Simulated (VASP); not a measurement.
Input of a VASP 6.6.1 run:

INCAR

```
SYSTEM = H3PtC3
PREC = Accurate
ENCUT = 600
EDIFF = 1E-6
ISMEAR = 0
SIGMA = 0.1
LREAL = .False.
LASPH = .True.
NELM = 60
ALGO = Normal
ISIF = 3
LWAVE = .False.
LCHARG = .False.
GGA = PE
IBRION = 2
NSW = 100
EDIFFG = -0.01
```

KPOINTS

```
regular mesh
0
Gamma
  10 10 10
  0 0 0
```

Contents of POSCAR:

```
H3PtC3
1.0
    3.9890471484      0.0000000000      0.0000000000
    0.0000000000      3.9890471484      0.0000000000
    0.0000000000      0.0000000000      3.9890471484
H Pt C
3 1 3
Direct
    0.5000000000      0.0000000000      0.0000000000
    0.0000000000      0.5000000000      0.0000000000
    0.0000000000      0.0000000000      0.5000000000
    0.5000000000      0.5000000000      0.5000000000
    0.5000000000      0.5000000000      0.0000000000
    0.0000000000      0.5000000000      0.5000000000
    0.5000000000      0.0000000000      0.5000000000
```

Potentials or basis: VASP PAW PBE potentials, release 64 (H, Pt, C).

Launch:

```sh
$ cat potpaw_PBE.64/H/POTCAR potpaw_PBE.64/Pt/POTCAR potpaw_PBE.64/C/POTCAR > POTCAR
$ mpirun -np 1 vasp_std > vasp.out
```

(1) What does it give for the relaxed volume?

(2) What does it give for the space group after relaxing (to 0.05 Å)?

(3) Predict the relaxed cell.

## Answers

(1) 9.10 Å³/atom.

(2) Pm-3m (No. 221).

(3) a = 3.994 Å, b = 3.994 Å, c = 3.994 Å, α = 90.00°, β = 90.00°, γ = 90.00°.
